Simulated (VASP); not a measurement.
Mg2CdS3:

```
Mg Cd S
1.0
    -1.94300    2.80142    5.62142
     1.85965   -2.59091    5.49459
     3.80496    5.12451  -11.04467
Mg Cd S
4 2 6
Direct
  0.73759 0.63124 0.99734
  0.66290 0.58266 0.46095
  0.33372 0.32457 0.01772
  0.30352 0.32993 0.50340
  0.03185 0.05688 0.03631
  0.00320 0.98612 0.48747
  0.18552 0.70251 0.27744
  0.19646 0.65868 0.76247
  0.84118 0.31848 0.24246
  0.85459 0.32013 0.76831
  0.50666 0.00776 0.25566
  0.46078 0.94289 0.73760
```

The cell was built by a generator and needn't be a form met in nature.

```yaml
Program: VASP 6.6.1
Task: relaxation of cell and atoms
Functional: PBE
Potentials_or_basis: VASP PAW PBE potentials, release 64 (Mg, Cd, S)
Cutoff: 520 eV
k_mesh: 5 × 5 × 5
Occupations: gaussian, width 0.05 eV
Spin: no spin polarisation
```

At the start: pressure 4.8 GPa; volume 18.68 Å³/atom.

Question: How do energy, volume and symmetry change on relaxing?

Answer: Over 16 steps the energy falls by 150.8 meV/atom and the volume is 18.89 Å³/atom (+1.1 %); space group Immm (No. 71, to 0.05 Å).

Step by step:
```csv
step,energy change (eV),largest force (eV/Å),pressure (GPa),volume (Å³)
1,0.0000,2.0531,4.75,224.20
2,-1.0131,0.8904,-2.84,242.57
3,-1.0226,0.8251,-3.42,244.68
4,-1.4204,0.7181,-1.08,234.18
5,-1.5076,0.5939,0.95,227.15
6,-1.6296,0.4241,0.28,228.21
7,-1.7052,0.4223,-0.59,229.85
8,-1.7685,0.2762,0.22,226.80
9,-1.7772,0.2925,0.63,225.30
10,-1.7954,0.1763,-0.41,228.42
11,-1.7954,0.1745,-0.41,228.43
12,-1.8057,0.0910,-0.03,227.17
13,-1.8066,0.1084,0.12,226.74
14,-1.8091,0.0577,-0.08,227.33
15,-1.8093,0.0426,-0.15,227.53
16,-1.8099,0.0282,0.13,226.68
```

Final structure:
```yaml
crystal:
  lattice:
    - [-1.88231, 2.65742, 5.65644]
    - [1.88144, -2.66682, 5.65330]
    - [3.76308, 5.33783, -11.30878]
  atoms:
    - { symbol: Mg, position: [0.67645, 0.65409, 0.00395] }
    - { symbol: Mg, position: [0.67596, 0.65396, 0.50350] }
    - { symbol: Mg, position: [0.34245, 0.32250, 0.00380] }
    - { symbol: Mg, position: [0.34449, 0.32296, 0.50488] }
    - { symbol: Cd, position: [0.00975, 0.98833, 0.00350] }
    - { symbol: Cd, position: [0.01014, 0.98861, 0.50420] }
    - { symbol: S, position: [0.18454, 0.66394, 0.25396] }
    - { symbol: S, position: [0.18439, 0.66413, 0.75431] }
    - { symbol: S, position: [0.83501, 0.31328, 0.25340] }
    - { symbol: S, position: [0.83474, 0.31364, 0.75388] }
    - { symbol: S, position: [0.51062, 0.98875, 0.25413] }
    - { symbol: S, position: [0.50943, 0.98766, 0.75362] }
```
